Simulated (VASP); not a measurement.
Consider the following.

```
Mg2Ge
1.0
    0.00000     3.23544     3.23544
    3.23544     0.00000     3.23544
    3.23544     3.23544     0.00000
Mg Ge
2 1
Direct
  0.25000   0.25000   0.25000
  0.75000   0.75000   0.75000
  0.00000   0.00000   0.00000
```

The numbers are results of RPBE GGA, VASP's PBE PAW potentials (set 64) (plane waves; VASP), not measurements. Settings: 520 eV cut-off, 7×7×7 Γ-centred mesh, tetrahedra with Blöchl corrections, potentials Mg Ge_d.

### Question
The job: Mg₂Ge (antifluorite), 3 atoms, RPBE, static run, 520 eV, 7×7×7 Γ-centred mesh. Roughly how much core time does it take on a busy server core?

### Answer
About 40 core-seconds (one run on a shared machine, a rough figure). It had 20 irreducible k-points, 13 bands, up to 1841 plane waves and 14 electronic steps.

The compound is Mg2Ge in the antifluorite structure. It was relaxed first.
